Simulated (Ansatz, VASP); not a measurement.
# Ta in two plane-wave programs

Aim: how closely do two programs agree when they are given the same cell, functional and k mesh? Of the first pair: The structure shown is the start of the Ansatz relaxation below; VASP solves that cell, so the two are compared at the walk's first step.

Method: plane waves, with VASP 6.6.1 beside it; single point at PBEsol, in Ansatz 0.2.0.

## 1. Starting point

The cell holds 6 atoms: 6 Ta. Cell: a = 3.303 Å, b = 2.860 Å, c = 25.678 Å, α = 90.0°, β = 90.0°, γ = 54.7°. It derives from Ta. As first built, before any earlier steps moved the atoms (in the runner's words): stoichiometric True; symmetric True; series ['metal Ta110', 6, 'layers']. Vacuum lies along c.

## 2. Ansatz: relaxation, PBEsol

Ansatz runs on its PAW soft_1 files.

The two programs are compared at the cell with which this relaxation starts, whose forces are those of its first step.

Input file input.yaml:

```yaml
crystal:
  lattice:
    - [3.303, 0.0, 0.0]
    - [1.6515, 2.3355736983, 0.0]
    - [0.0, 0.0, 25.6778684913]
  atoms:
    - { symbol: Ta, position: [0.0, 0.0, 0.727391703] }
    - { symbol: Ta, position: [0.5, 0.0, 0.636435022] }
    - { symbol: Ta, position: [0.0, 0.0, 0.545478341] }
    - { symbol: Ta, position: [0.5, 0.0, 0.454521659] }
    - { symbol: Ta, position: [0.0, 0.0, 0.363564978] }
    - { symbol: Ta, position: [0.5, 0.0, 0.272608297] }
kpoints:
  mp_grid: { grid: [12, 12, 1] }
scf:
  occupations: { method: fermi_dirac, width: 0.05 }
  n_extra_bands: 8
hamiltonian:
  xc: pbesol
  pseudopotentials: { kind: paw, azcp: { folder: soft_1 }, xc_functional: pbe }
output:
  forces: true
  write_potential: true
  volumetric_format: []
relax:
  f_tol: 0.03
  max_steps: 45
  constraints: [{ sites: [2, 3] }]
```

Launch:

```console
> ansatz run input.yaml --threads 4 --pin off --max-ram 11264MiB --backend cpu --events-out ev --progress --plain --runs-dir out
```

Numbers of over 12 decimals in the logs are rounded to 6 here.

The program printed:

```text
scf.n_extra_bands = 8 over 39 filled bands (N_el = 78.0): the run solves 47 bands
Engine: ansatz 0.2.0, aarch64-unknown-linux-gnu
Pseudopotentials: kind: paw
Pseudopotential: Ta, paw, valence charge 13, recommended cutoff 420 eV (normal), soft_1/Ta.paw.azcp
Functional definition: PBEsol
  exchange = pbesol_x
  correlation = pbesol_c
Crystal: 6 atoms, lattice volume = 198.089 Å³
Basis set: ecut = 420 eV, 3887 PW (Γ), exchange–correlation on 48×40×360 points (8 copies of the dense FFT grid, shifted against one another)
Bands: 47, of which v1, the nominal top of the filled ones, is band 39 counted from 1 (38 counted from 0)
Symmetry: 8 space group operations
Space group: Cmme (ITA 67), of the structure as read, at distance tolerance 5.8e-5 Å
k-points: 43 of 144
Non-local potential: Ta, projectors of the file, l = 0: 3, l = 1: 2, l = 2: 2, l = 3: 1
PAW form: soft (Blöchl's): semilocal exchange-correlation on the pseudo side does not see the compensation charge
PAW frozen core: Ta, regenerated for the run's functional, and the local potential with it (the file was generated under x = pbe(κ = 0.804, μ = 0.219515), c = pbe(β = 0.066725))
PAW one-centre angular grid: Ta, 590 points (default); XC on 64 Gauss nodes
Initial density: superposition of atomic densities (neutral atoms: chi_scale 0, normalization atom)
Initial wavefunctions: pseudopotential atomic-orbital guess
Functional: x = pbesol(κ = 0.804, μ = 0.123457), c = pbesol(β = 0.046)
SCF iter   1: F=—  HF=-58845.778797 eV  |F-HF|=—  |Δ(HF+E_count)|=         —  Δρ=4.94e-2  dr2=1.14e2  ethr=3.10e-3  ⟨swp⟩=9.4  Hψ=9667  notcnv=0  defer=1
preconditioner: auto → LDOS  [metal: Δε(μ)=0.016 eV  Ē_g=4.390 eV  σ=0.050 eV  W_gap=0.08  n_scr=22 (ndim 8)  ℏωp=14.5 eV  f_vac=0.384  D(μ)=3.88/eV (n_scr^D=14)  β→1.0]
SCF iter   2: F=—  HF=-58847.770917 eV  |F-HF|=—  |Δ(HF+E_count)|=    1.99e0  Δρ=5.51e-2  dr2=2.57e2  ethr=3.10e-3  ⟨swp⟩=9.5  Hψ=9152  notcnv=0  defer=54  recentre
SCF iter   3: F=—  HF=-58842.158289 eV  |F-HF|=—  |Δ(HF+E_count)|=    5.61e0  Δρ=1.60e-2  dr2=1.11e1  ethr=3.10e-3  ⟨swp⟩=7.3  Hψ=7077  notcnv=0  defer=15
SCF iter   4: F=—  HF=-58841.859975 eV  |F-HF|=—  |Δ(HF+E_count)|=   2.98e-1  Δρ=3.58e-3  dr2=8.13e-1  ethr=3.10e-3  ⟨swp⟩=3.6  Hψ=3048  notcnv=0  defer=34
SCF iter   5: F=—  HF=-58841.848236 eV  |F-HF|=—  |Δ(HF+E_count)|=   1.17e-2  Δρ=1.32e-3  dr2=9.71e-2  ethr=1.04e-3  ⟨swp⟩=1.7  Hψ=2111  notcnv=0  defer=35
SCF iter   6: F=—  HF=-58841.841920 eV  |F-HF|=—  |Δ(HF+E_count)|=   6.32e-3  Δρ=3.89e-4  dr2=2.75e-3  ethr=1.25e-4  ⟨swp⟩=2.4  Hψ=2840  notcnv=0  defer=40
SCF iter   7: F=—  HF=-58841.841221 eV  |F-HF|=—  |Δ(HF+E_count)|=   6.99e-4  Δρ=2.50e-4  dr2=1.38e-3  ethr=3.53e-6  ⟨swp⟩=2.3  Hψ=2705  notcnv=0  defer=40
SCF iter   8: F=—  HF=-58841.841192 eV  |F-HF|=—  |Δ(HF+E_count)|=   2.82e-5  Δρ=4.11e-5  dr2=2.47e-5  ethr=1.77e-6  ⟨swp⟩=2.1  Hψ=2603  notcnv=0  defer=40
SCF iter   9: F=-58841.841217 eV  HF=-58841.841217 eV  |F-HF|=7.17e-8  |Δ(HF+E_count)|=   2.44e-5  Δρ=1.13e-5  dr2=1.49e-6  ethr=2.88e-8  ⟨swp⟩=14.0  Hψ=19529  notcnv=0
SCF 1 converged in 9 iterations: F = -58841.841217 eV  dr2 = 1.49e-6
  Residual-converged pass: ⟨swp⟩=1.0  Hψ=2193  notcnv=0  max |occ|·‖R‖ = 7.0e-9 eV (tolerance 1.0e-8 eV)  dr2=1.49e-6  dr2_onsite=3.39e-9  max |Δocc| = 4.2e-10
  greatest PAW one-centre occupation: 0.999 electrons in one spin orbital (limit 2), on the Ta atom at site 4 (counted from 0), in its partial waves of l = 0
relax step   1: F+E_penalty+E_count = -58841.84121683 eV  Δ(F+E_penalty+E_count) = +0.000e0 eV  max|allowed force component| = 6.872e-1 eV/Å  Δτ_max = 0.0000 Å  (9 SCF iters, dr2 threshold 2.25e-5 eV, accepted)
[...]
relax step   4: F+E_penalty+E_count = -58841.94842341 eV  Δ(F+E_penalty+E_count) = -9.108e-4 eV  max|allowed force component| = 5.595e-2 eV/Å  Δτ_max = 0.0450 Å  (6 SCF iters, dr2 threshold 9.95e-7 eV, accepted)
[...]
relax step   5: F+E_penalty+E_count = -58841.95063309 eV  Δ(F+E_penalty+E_count) = -2.210e-3 eV  max|allowed force component| = 1.450e-3 eV/Å  Δτ_max = 0.0232 Å  (7 SCF iters, accepted)
NSCF: frozen V_eff on 43 k-points
the band table was solved once a step of the walk had ended and its energy, with any forces and stress, was formed, with the checks that follow a solve (10659 applications of the Hamiltonian). They found nothing against the state; the energy, forces and stress were not computed again (output.eigenvalues in the input reference)
WARN: The output density's exchange-correlation potential varies sharply where the density is thin. Do not read a vacuum level from v_tot or v_xc, or from such a field of the output density. On a cell that repeats whose density bears no net charge and no dipole along the vacuum's axis use v_es (v_loc + v_h of the components); under efield.dipole_correction with no amplitude use v_es + v_field, which holds any externa [...]
SCF converged after 7 iterations
Free energy (F): -58841.950633 eV
Harris-Foulkes:  -58841.950633 eV  (|F-HF|=9.01e-9)
Internal energy: -58841.888920 eV  (E = F + TS)
E sigma→0 (E₀):  -58841.919777 eV
Entropy (-TS):   -0.061713 eV (-10.286 meV/atom)
Fermi energy:    7.978706 eV
--- Per-component energies (eV) ---
  E_band       = -1456.142041
  E_kinetic    = 2360.866889
  E_local      = -71092.493901  (includes V_loc(G=0)·N_el)
  E_nonlocal   = -51.866352
  E_hartree    = 34677.451639
  E_xc         = -1910.874541
  E_vxc        = -1398.224840  (∫ρ·V_xc dr)
  E_paw        = -49087.441724  (= ΣΔE_a)
  E_vpaw       = -629.333385  (= ΣTr[D̂ρ^β])
  E_aug_tail   = 0.000602  (compensation charges beyond the density's cutoff)
  E_ewald      = 26261.186190
  E_core_change = 1.282277  (= ΣΔE_core)
  E_smearing   = -0.061713  (= −TS)
  E_closure    = 0.000000  (closes the sum)
  Σ components = -58841.950633   (vs F -58841.950633, Δ=0.00e0)
--- Forces (eV/Å), atoms counted from 1 ---
  atom   1  Ta     0.00000000     0.00000000    -0.00144969
  atom   2  Ta     0.00000000     0.00000000    -0.00060519
  atom   3  Ta     0.00000000     0.00000000    -0.13352873
  atom   4  Ta     0.00000000     0.00000000     0.13352873
  atom   5  Ta     0.00000000     0.00000000     0.00060519
  atom   6  Ta     0.00000000     0.00000000     0.00144969
  max |Σ_I F_I| component: 8.46e-18 eV/Å
--- Band table (eV; the first three rows and the last of 43) ---
  k-point 0: bands = [... 35 lower, 7.5967, 8.1953, 8.2148, 8.4198, 8.6205, 8.6768, 8.6919, 9.0337, ... 4 higher]
  k-point 1: bands = [... 35 lower, 7.8577, 8.1273, 8.2396, 8.3848, 8.5826, 8.6006, 8.7554, 8.8444, ... 4 higher]
  k-point 2: bands = [... 35 lower, 7.6234, 7.9120, 8.1829, 8.2847, 8.3201, 8.3527, 8.5015, 9.0073, ... 4 higher]
  k-point 42: bands = [... 35 lower, 7.0712, 7.1547, 7.1657, 7.3948, 7.8357, 8.2509, 8.3168, 8.5781, ... 4 higher]
--- Relaxed structure (5 steps of the walk, 5 accepted, 0 SCFs on fresh bases) ---
  F+E_penalty+E_count = -58841.95063309 eV   max|allowed force component| = 1.450e-3 eV/Å
  atoms:
    - { symbol: Ta, position: [0, 0, 0.720880] }
    - { symbol: Ta, position: [0.5, 0, 0.634907] }
    - { symbol: Ta, position: [0.0, 0.0, 0.545478341] }
    - { symbol: Ta, position: [0.5, 0.0, 0.454521659] }
    - { symbol: Ta, position: [0, 0.0, 0.365093] }
    - { symbol: Ta, position: [0.5, 0, 0.279120] }
```

The column dr2 measures how far the density is from self-consistency, as an energy; F and HF (Harris–Foulkes) agree once it is small.

## 3. VASP: single point, PBEsol, start cell, pair 1

The same cell, functional, mesh and smearing now go to VASP, with its own data sets.

Lines of VASP's logs that name or quote its potential files are left out, and so is its time.

Input file INCAR:

```
SYSTEM = Ta
PREC = Accurate
ENCUT = 400
EDIFF = 1E-06
NELM = 120
ISMEAR = -1
SIGMA = 0.05
LREAL = .FALSE.
ALGO = Normal
GGA = PS
NBANDS = 40
LASPH = .TRUE.
LORBIT = 11
LWAVE = .FALSE.
LCHARG = .FALSE.
ISIF = 2
GGA_COMPAT = .FALSE.
KPAR = 2
```

Input file POSCAR:

```
Ta
1.0
    3.3030000000      0.0000000000      0.0000000000
    1.6515000000      2.3355736983      0.0000000000
    0.0000000000      0.0000000000     25.6778684913
Ta
6
Direct
    0.0000000000      0.0000000000      0.7273916839
    0.5000000000      0.0000000000      0.6364350104
    0.0000000000      0.0000000000      0.5454783369
    0.5000000000      0.0000000000      0.4545216440
    0.0000000000      0.0000000000      0.3635649705
    0.5000000000      0.0000000000      0.2726082970
```

Input file KPOINTS:

```
Automatic mesh
0
Gamma
12 12 1
0 0 0
```

The projector-augmented-wave data sets are Ta_pv (PBE family, release 64).

Launch:

```console
> mpirun -np 2 vasp_std
```

The program printed:

```text
[banner, memory and clock lines left out]
running    2 mpi-ranks, on    1 nodes
 distrk:  each k-point on    1 cores,    2 groups
 distr:  one band on    1 cores,    1 groups

 POSCAR found type information on POSCAR Ta
 POSCAR found :  1 types and       6 ions
|                                                                             |
|               ----> ADVICE to this user running VASP <----                  |
|                                                                             |
|     You enforced a specific xc type in the INCAR file but a different       |
|     [... a line on the potential file left out ...]
|     I HOPE YOU KNOW WHAT YOU ARE DOING!                                     |
|                                                                             |

 LDA part: xc-table for (Slater+PW92), standard interpolation
 POSCAR, INCAR and KPOINTS ok, starting setup
 FFT: planning ... GRIDC
 FFT: planning ... GRID_SOFT
 FFT: planning ... GRID
 WAVECAR not read
 entering main loop
       N       E                     dE             d eps       ncg     rms          rms(c)
DAV:   1     0.532238963219E+03    0.53224E+03   -0.34236E+04  4312   0.129E+03
DAV:   2    -0.535151387276E+02   -0.58575E+03   -0.57300E+03  3928   0.395E+02
DAV:   3    -0.776532596711E+02   -0.24138E+02   -0.23063E+02  4584   0.689E+01
DAV:   4    -0.784941117304E+02   -0.84085E+00   -0.82080E+00  4576   0.118E+01
DAV:   5    -0.785260482604E+02   -0.31937E-01   -0.31762E-01  4744   0.197E+00    0.329E+01
DAV:   6    -0.116730862823E+03   -0.38205E+02   -0.27240E+02  5144   0.734E+01    0.267E+01
DAV:   7    -0.828108903824E+02    0.33920E+02   -0.59259E+02  5360   0.473E+01    0.213E+01
DAV:   8    -0.768296716419E+02    0.59812E+01   -0.82935E+01  4432   0.275E+01    0.935E+00
DAV:   9    -0.728690893352E+02    0.39606E+01   -0.15068E+01  4640   0.120E+01    0.440E+00
DAV:  10    -0.729331267375E+02   -0.64037E-01   -0.14887E+00  4432   0.490E+00    0.375E+00
DAV:  11    -0.729475826876E+02   -0.14456E-01   -0.21371E-01  4624   0.349E+00    0.336E+00
DAV:  12    -0.728158127195E+02    0.13177E+00   -0.12762E-01  4448   0.191E+00    0.257E+00
DAV:  13    -0.727488754395E+02    0.66937E-01   -0.83695E-02  4480   0.145E+00    0.139E+00
DAV:  14    -0.727204412831E+02    0.28434E-01   -0.64121E-02  4712   0.182E+00    0.717E-01
[...]
DAV:  20    -0.727162026233E+02   -0.67072E-05   -0.73148E-05  4112   0.425E-02    0.228E-02
DAV:  21    -0.727162172817E+02   -0.14658E-04   -0.42294E-05  3816   0.255E-02    0.175E-02
DAV:  22    -0.727162476623E+02   -0.30381E-04   -0.15487E-05  4064   0.296E-02    0.421E-03
DAV:  23    -0.727162897584E+02   -0.42096E-04   -0.51665E-06  3192   0.688E-03    0.459E-03
DAV:  24    -0.727163375428E+02   -0.47784E-04   -0.29017E-06  2832   0.529E-03    0.269E-03
DAV:  25    -0.727163430222E+02   -0.54795E-05   -0.28368E-07  2560   0.236E-03    0.147E-03
DAV:  26    -0.727163494145E+02   -0.63923E-05   -0.47606E-07  2560   0.357E-03    0.480E-04
DAV:  27    -0.727163499487E+02   -0.53412E-06   -0.51319E-08  2384   0.133E-03
   1 F= -.72716350E+02 E0= -.72685022E+02  d E =-.626566E-01
```

Parts of OUTCAR (step 3):

```text
ion  position               nearest neighbor table
   1  0.000  0.000  0.727-   2 2.86   2 2.86   2 3.30   2 3.30
   2  0.500  0.000  0.636-   1 2.86   3 2.86   1 2.86   3 2.86   1 3.30   3 3.30   1 3.30   3 3.30

  LATTYP: Found a base centered orthorhombic cell.
 ALAT       =     3.3030000000
 B/A-ratio  =     1.4142135624
 C/A-ratio  =     7.7741049020

 Subroutine GETGRP returns: Found  8 space group operations
 (whereof  4 operations were pure point group operations)

The static configuration has the point symmetry C_2v.
 The point group associated with its full space group is D_2h.

 Found     43 irreducible k-points:

   k-points           NKPTS =     43   k-points in BZ     NKDIM =     43   number of bands    NBANDS=     40

   dimension x,y,z NGX =    24 NGY =   20 NGZ =  168
   dimension x,y,z NGXF=    48 NGYF=   40 NGZF=  336

   ENCUT  =  400.0 eV  29.40 Ry    5.42 a.u.   5.39  4.66 41.87*2*pi/ulx,y,z

   NELECT =      66.0000    total number of electrons

 k-points in reciprocal lattice and weights: Automatic mesh
   0.00000000  0.00000000  0.00000000       0.007
   0.08333333 -0.00000000  0.00000000       0.028
   0.16666667 -0.00000000  0.00000000       0.028
   0.25000000  0.00000000  0.00000000       0.028
   0.33333333 -0.00000000  0.00000000       0.028
   0.41666667 -0.00000000  0.00000000       0.028
   0.50000000  0.00000000  0.00000000       0.014
   0.00000000  0.08333333  0.00000000       0.014
   0.16666667  0.08333333  0.00000000       0.014
[...]
-0.08333333  0.41666667  0.00000000       0.028
   0.00000000  0.50000000  0.00000000       0.007

 average (electrostatic) potential at core
       1 -41.2221       2 -40.7764       3 -40.6769       4 -40.6770       5 -40.7765
       6 -41.2222

 E-fermi :   0.8744

 k-point     1 :       0.0000    0.0000    0.0000
  band No.  band energies     occupation
    ...
     26      -0.4372      2.00000
     27      -0.0394      2.00000
     28       0.4236      1.99976
     29       0.4544      1.99955
     30       0.5393      1.99755
     31       0.9463      0.38313
     32       0.9676      0.26844
     33       1.2060      0.00263
     34       1.4229      0.00003
     35       1.4876      0.00001
    ...

 k-point     2 :       0.0833   -0.0000    0.0000
  band No.  band energies     occupation
    ...
     27      -0.0228      2.00000
     28       0.3447      1.99995
     29       0.4381      1.99967
     30       0.5191      1.99836
     31       0.7433      1.86438
     32       0.9442      0.39668
     33       1.1132      0.01672
     34       1.2443      0.00122
     35       1.3331      0.00021
     36       1.6140      0.00000
    ...

 k-point     3 :       0.1667   -0.0000    0.0000
  band No.  band energies     occupation
    ...
     29       0.2558      1.99999
     30       0.3856      1.99989
     31       0.4861      1.99915
     32       0.6738      1.96440
     33       0.7542      1.83417
     34       1.0030      0.14174
     35       1.0223      0.09869
     36       1.1399      0.00983
     37       2.0649      0.00000
     38       2.1069      0.00000
    ...

  Total       -7.1139577     -7.1659512     -5.1266577      0.0000000      0.0000000      0.0000000
  in kB      -57.5387925    -57.9593235    -41.4652018      0.0000000      0.0000000      0.0000000
  external PRESSURE =     -52.3211059 kB  Pullay stress =       0.0000000 kB

  energy-cutoff  :      400.00
  volume of cell :      198.09
      direct lattice vectors                 reciprocal lattice vectors
     3.303000000  0.000000000  0.000000000     0.302755071 -0.214080164  0.000000000
     1.651500000  2.335573698  0.000000000     0.000000000  0.428160328  0.000000000
     0.000000000  0.000000000 25.677868491     0.000000000  0.000000000  0.038944042

 POSITION                                       TOTAL-FORCE (eV/Angst)
 -----------------------------------------------------------------------------------
      0.00000      0.00000     18.67787        -0.000000      0.000000     -0.682837
      1.65150      0.00000     16.34229         0.000000      0.000000      0.372087
      0.00000      0.00000     14.00672        -0.000000      0.000000      0.130367
      1.65150      0.00000     11.67115        -0.000000      0.000000     -0.130367
      0.00000      0.00000      9.33557        -0.000000      0.000000     -0.372087
      1.65150      0.00000      7.00000         0.000000      0.000000      0.682837
 -----------------------------------------------------------------------------------
    total drift:                                0.000000      0.000000      0.000921

  FREE ENERGIE OF THE ION-ELECTRON SYSTEM (eV)
  ---------------------------------------------------
  free  energy   TOTEN  =       -72.7163499487 eV

  energy  without entropy=      -72.6536933135  energy(sigma->0) =      -72.68502163

 total charge
# of ion       s       p       d       tot
------------------------------------------
    1        0.373   6.086   2.374   8.833
    2        0.369   6.171   2.381   8.921
    3        0.369   6.170   2.394   8.934
    4        0.369   6.170   2.394   8.934
    5        0.369   6.171   2.381   8.921
    6        0.373   6.086   2.374   8.833
--------------------------------------------------
tot          2.223  36.855  14.298  53.377

[... 3 further parts left out ...]
```

## 4. Side by side

Known differences besides the potentials themselves: the data sets hold 78 valence electrons in Ansatz (on its PAW soft_1 files) and 66 in VASP; the cutoff is 420 eV in Ansatz and 400 eV in VASP; Ansatz makes its cores anew for this functional, VASP keeps those of its PBE data sets. Total energies have different zeros and are not compared.

Forces (eV/Å; atoms numbered as in POSCAR):

```tsv
atom	Ansatz x, y, z	VASP x, y, z
Ta1	0.000, 0.000, -0.687	0.000, 0.000, -0.683
Ta2	0.000, 0.000, 0.366	0.000, 0.000, 0.372
Ta3	0.000, 0.000, 0.132	0.000, 0.000, 0.130
Ta4	0.000, 0.000, -0.132	0.000, 0.000, -0.130
Ta5	0.000, 0.000, -0.366	0.000, 0.000, -0.372
Ta6	0.000, 0.000, 0.687	0.000, 0.000, 0.683
```

The forces differ by 2.6 meV/Å r.m.s., which is 1.0 % of the r.m.s. force of 0.263 eV/Å (both taken over all components). With vacuum in the cell, a pressure given here is an average over mostly empty space and none of the material.

## 5. Ansatz: relaxation, PBEsol

This run makes the geometry at which the two programs are then compared.

The structure compared here is the end of the Ansatz relaxation.

input.yaml is that of step 2.

Launch:

```console
> ansatz run input.yaml --threads 4 --pin off --max-ram 11264MiB --backend cpu --events-out ev --progress --plain --runs-dir out
```

The program printed:

```text
[...]
Crystal: 6 atoms, lattice volume = 198.089 Å³
Basis set: ecut = 420 eV, 3887 PW (Γ), exchange–correlation on 48×40×360 points (8 copies of the dense FFT grid, shifted against one another)
Bands: 47, of which v1, the nominal top of the filled ones, is band 39 counted from 1 (38 counted from 0)
Symmetry: 8 space group operations
[...]
k-points: 43 of 144
[...]
--- Relaxed structure (5 steps of the walk, 5 accepted, 0 SCFs on fresh bases) ---
  F+E_penalty+E_count = -58841.95063309 eV   max|allowed force component| = 1.450e-3 eV/Å
  atoms:
    - { symbol: Ta, position: [0, 0, 0.720880] }
    - { symbol: Ta, position: [0.5, 0, 0.634907] }
    - { symbol: Ta, position: [0.0, 0.0, 0.545478341] }
    - { symbol: Ta, position: [0.5, 0.0, 0.454521659] }
    - { symbol: Ta, position: [0, 0.0, 0.365093] }
    - { symbol: Ta, position: [0.5, 0, 0.279120] }
[key lines of the parts left out:]
SCF converged after 7 iterations
Free energy (F): -58841.950633 eV
Fermi energy:    7.978706 eV
```

(Continued in part 2 of 2.)

[Lines on the potential files, build, host, timing and source positions are cut from VASP's logs without a mark.]

[Logs are printed without paths, hosts, clocks, repeated set-up lines and the standing remarks that a program may print on its own settings, such as how far it seeks lower states.]

[Hosts, paths, dates, database ids (printed as entryN), source tags and the programs' standing remarks are cut or masked in the printed files.]
